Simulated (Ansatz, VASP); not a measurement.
**One calculation of MoAu6, two programs**

The input INCAR:

```
SYSTEM = MoAu6
  ALGO = Normal
  EDIFF = 1E-6
  ENCUT = 520
  GGA = PE
  ISIF = 2
  ISMEAR = 0
  LASPH = .TRUE.
  LCHARG = .TRUE.
  LELF = .TRUE.
  LREAL = .FALSE.
  LVHAR = .TRUE.
  LWAVE = .FALSE.
  NBANDS = 49
  NELM = 100
  PREC = Accurate
  SIGMA = 0.1
```

KPOINTS

```
k-points
0
G
  6 6 6
  0 0 0
```

File POSCAR:

```
MoAu6
1.0
    6.4506523152      0.0000000000      0.0000000000
    0.0000000000      6.4506523152      0.0000000000
    0.0000000000      0.0000000000      6.4506523152
Mo Au
1 6
Direct
    0.0000000000      0.0000000000      0.0000000000
    0.8025394995      0.5000000000      0.5000000000
    0.1974605005      0.5000000000      0.5000000000
    0.5000000000      0.5000000000      0.8025394995
    0.5000000000      0.5000000000      0.1974605005
    0.5000000000      0.1974605005      0.5000000000
    0.5000000000      0.8025394995      0.5000000000
```

Input for Ansatz:

```yaml
crystal:
  lattice:
    - [6.4506523152, 0.0, 0.0]
    - [0.0, 6.4506523152, 0.0]
    - [0.0, 0.0, 6.4506523152]
  atoms:
    - { symbol: Mo, position: [0.0, 0.0, 0.0] }
    - { symbol: Au, position: [0.8025394995, 0.5, 0.5] }
    - { symbol: Au, position: [0.1974605005, 0.5, 0.5] }
    - { symbol: Au, position: [0.5, 0.5, 0.8025394995] }
    - { symbol: Au, position: [0.5, 0.5, 0.1974605005] }
    - { symbol: Au, position: [0.5, 0.1974605005, 0.5] }
    - { symbol: Au, position: [0.5, 0.8025394995, 0.5] }
basis:
  ecutwfc: 420
kpoints:
  mp_grid: { grid: [6, 6, 6] }
  band_path:
    path:
      - [[0.0, 0.0, 0.0], [0.0, 0.5, 0.0], [0.5, 0.5, 0.0], [0.0, 0.0, 0.0], [0.5, 0.5, 0.5], [0.0, 0.5, 0.0]]
      - [[0.5, 0.5, 0.5], [0.5, 0.5, 0.0]]
    npoints: 14
hamiltonian:
  xc: pbe
scf:
  occupations: { method: gaussian, width: 0.1 }
  n_extra_bands: 17
output:
  forces: true
  stress: true
  eigenvalues: true
  populations: true
  dos: { projected: true, de: 0.02, nscf_kmesh: { grid: [8, 8, 8] } }
  bader: true
  write_density: true
  write_potential: true
  elf: true
  volumetric_format: npy
```

The cell was built by a generator and needn't be a form met in nature.

Alike in both runs: task single point; functional PBE; k mesh 6 × 6 × 6; occupations gaussian, width 0.1 eV; no spin polarisation.

```csv
,VASP,Ansatz
version,VASP 6.6.1,Ansatz 0.2.0
potentials or method,"VASP PAW PBE potentials, release 64 (Mo_sv, Au)","scalar-relativistic, plane waves, PAW"
plane-wave cutoff (eV),520,420
valence electrons in the cell,80,128
```

|  | VASP | Ansatz | Ansatz less VASP |
| --- | --- | --- | --- |
| gap on the k mesh at the Fermi level (eV) | none | none | - |
| pressure (GPa) | -0.1 | 0.0 | +0.08 |

A gap of «none» marks a metal or a gap that the smearing closes. The two sets of potentials don't hold the same shells in valence.

Spin-orbit coupling is left out, which matters for the levels of Au.
